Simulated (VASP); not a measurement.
Input of a VASP 6.6.1 run:

File INCAR:

```
SYSTEM = Ge48H20CO
PREC = Accurate
ENCUT = 400
EDIFF = 1E-7
ISMEAR = 0
SIGMA = 0.05
LREAL = Auto
LASPH = .TRUE.
NELM = 80
ALGO = Normal
ISIF = 2
LWAVE = .FALSE.
LCHARG = .FALSE.
GGA = PE
IVDW = 12
NBANDS = 392
ISYM = 0
NCORE = 4
```

The input KPOINTS:

```
regular mesh
0
G
  1 1 1
  0 0 0
```

File POSCAR:

```
Ge48H20CO
1.0
    8.0016203359      8.0016203359      0.0000000000
   -8.0016203359      8.0016203359      0.0000000000
    0.0000000000      0.0000000000     23.7419000000
Ge H O C
48 20 1 1
Direct
    0.7005149941      0.2994850059      0.4246458792
    0.7994850059      0.7005149941      0.4246458792
    0.0494850059      0.9505149941      0.4524448338
    0.2994850059      0.2005149941      0.4246458792
    0.9505149941      0.5494850059      0.4524448338
    0.2005149941      0.7994850059      0.4246458792
    0.4505149941      0.0494850059      0.4524448338
    0.5494850059      0.4505149941      0.4524448338
    0.8750000000      0.3750000000      0.3831791053
    0.8750000000      0.8750000000      0.3831791053
    0.1250000000      0.1250000000      0.3831791053
    0.3750000000      0.3750000000      0.3831791053
    0.1250000000      0.6250000000      0.3831791053
    0.3750000000      0.8750000000      0.3831791053
    0.6250000000      0.1250000000      0.3831791053
    0.6250000000      0.6250000000      0.3831791053
    0.0000000000      0.2500000000      0.3236008913
    0.0000000000      0.7500000000      0.3236008913
    0.2500000000      0.0000000000      0.3236008913
    0.5000000000      0.2500000000      0.3236008913
    0.2500000000      0.5000000000      0.3236008913
    0.5000000000      0.7500000000      0.3236008913
    0.7500000000      0.0000000000      0.3236008913
    0.7500000000      0.5000000000      0.3236008913
    0.8750000000      0.1250000000      0.2640226772
    0.8750000000      0.6250000000      0.2640226772
    0.1250000000      0.8750000000      0.2640226772
    0.3750000000      0.1250000000      0.2640226772
    0.1250000000      0.3750000000      0.2640226772
    0.3750000000      0.6250000000      0.2640226772
    0.6250000000      0.8750000000      0.2640226772
    0.6250000000      0.3750000000      0.2640226772
    0.7500000000      0.2500000000      0.2044444632
    0.7500000000      0.7500000000      0.2044444632
    0.0000000000      0.0000000000      0.2044444632
    0.2500000000      0.2500000000      0.2044444632
    0.0000000000      0.5000000000      0.2044444632
    0.2500000000      0.7500000000      0.2044444632
    0.5000000000      0.0000000000      0.2044444632
    0.5000000000      0.5000000000      0.2044444632
    0.8750000000      0.3750000000      0.1448662491
    0.8750000000      0.8750000000      0.1448662491
    0.1250000000      0.1250000000      0.1448662491
    0.3750000000      0.3750000000      0.1448662491
    0.1250000000      0.6250000000      0.1448662491
    0.3750000000      0.8750000000      0.1448662491
    0.6250000000      0.1250000000      0.1448662491
    0.6250000000      0.6250000000      0.1448662491
    0.9510221023      0.2989778977      0.1052990704
    0.7989778977      0.4510221023      0.1052990704
    0.9510221023      0.7989778977      0.1052990704
    0.7989778977      0.9510221023      0.1052990704
    0.2010221023      0.0489778977      0.1052990704
    0.0489778977      0.2010221023      0.1052990704
    0.4510221023      0.2989778977      0.1052990704
    0.2989778977      0.4510221023      0.1052990704
    0.2010221023      0.5489778977      0.1052990704
    0.0489778977      0.7010221023      0.1052990704
    0.4510221023      0.7989778977      0.1052990704
    0.2989778977      0.9510221023      0.1052990704
    0.7010221023      0.0489778977      0.1052990704
    0.5489778977      0.2010221023      0.1052990704
    0.7010221023      0.5489778977      0.1052990704
    0.5489778977      0.7010221023      0.1052990704
    0.3241877928      0.7342052408      0.5196833330
    0.1636490255      0.6582149506      0.5703995272
    0.0803605792      0.7704712985      0.5362893844
    0.1908970838      0.8099108782      0.5860193437
    0.2459374383      0.7540625617      0.5068744562
    0.1672448511      0.7474664106      0.5526122509
```

Potentials or basis: VASP PAW PBE potentials, release 64 (Ge_d, H, O, C).

Command:

```console
$ cat potpaw_PBE.64/Ge_d/POTCAR potpaw_PBE.64/H/POTCAR potpaw_PBE.64/O/POTCAR potpaw_PBE.64/C/POTCAR > POTCAR
$ mpirun -np 8 vasp_gam > vasp.out
```

Task: What does it give for the band gap on the k mesh?

Result: 0.06 eV, direct.

Task: What does it give for the largest force?

Result: 1.418 eV/Å.

Forces on the atoms (eV/Å):
```
Ge  -0.143  0.007 -0.531
Ge   0.114  0.025 -0.521
Ge  -1.233  0.023 -0.185
Ge   0.137 -0.029 -0.511
Ge   1.095  0.007  0.052
Ge  -0.172 -0.017 -0.600
Ge   1.086 -0.014  0.065
Ge  -1.092 -0.005  0.012
Ge  -0.095  1.064  0.557
Ge   0.089  1.069  0.561
Ge   0.095 -1.090  0.571
Ge   0.111  1.061  0.529
Ge  -0.246 -1.166  0.362
Ge  -0.236  1.185  0.378
Ge  -0.092 -1.101  0.550
Ge   0.106 -1.062  0.523
Ge   0.012 -0.004  0.271
Ge   0.205 -0.099 -0.479
Ge   0.195  0.118 -0.467
Ge  -0.014  0.015 -0.483
Ge  -0.044 -0.003  0.278
Ge  -0.031 -0.016  0.274
Ge   0.010  0.003  0.279
Ge  -0.025  0.019 -0.491
Ge   0.037 -0.001 -0.045
Ge   0.187  0.081 -0.176
Ge  -0.306 -0.010 -0.197
Ge   0.197 -0.074 -0.182
Ge  -0.016  0.011 -0.041
Ge   0.040  0.000 -0.052
Ge  -0.026 -0.003 -0.040
Ge  -0.249 -0.008 -0.180
Ge  -0.048  0.010 -0.206
Ge   0.077 -0.028 -0.175
Ge   0.116  0.003 -0.141
Ge   0.075  0.025 -0.179
Ge  -0.097  0.010 -0.140
Ge  -0.052  0.004 -0.191
Ge  -0.100 -0.007 -0.140
Ge   0.081  0.002 -0.144
Ge   0.054  0.000  0.020
Ge  -0.070  0.016  0.021
Ge  -0.068 -0.018  0.019
Ge  -0.066 -0.008  0.025
Ge   0.049 -0.013  0.018
Ge   0.047  0.007  0.016
Ge   0.052 -0.009  0.022
Ge  -0.070  0.003  0.024
H   -0.069 -0.019  0.037
H    0.059 -0.009  0.042
H   -0.065 -0.016  0.036
H    0.075 -0.026  0.017
H   -0.064  0.014  0.035
H    0.075  0.029  0.016
H   -0.062 -0.010  0.036
H    0.082 -0.015  0.028
H   -0.078  0.023  0.037
H    0.066  0.013  0.041
H   -0.078 -0.020  0.038
H    0.066 -0.013  0.041
H   -0.069  0.024  0.038
H    0.060  0.010  0.042
H   -0.061  0.009  0.036
H    0.081  0.017  0.026
H    0.595  0.474 -0.240
H    0.167 -0.135 -0.082
H   -0.269 -0.169 -0.027
H   -0.083  0.205  0.010
O    0.471  0.396 -0.177
C   -0.577 -0.770  1.042
```

 Expect the measured gap to be larger: semilocal functionals such as PBE lack the derivative discontinuity.
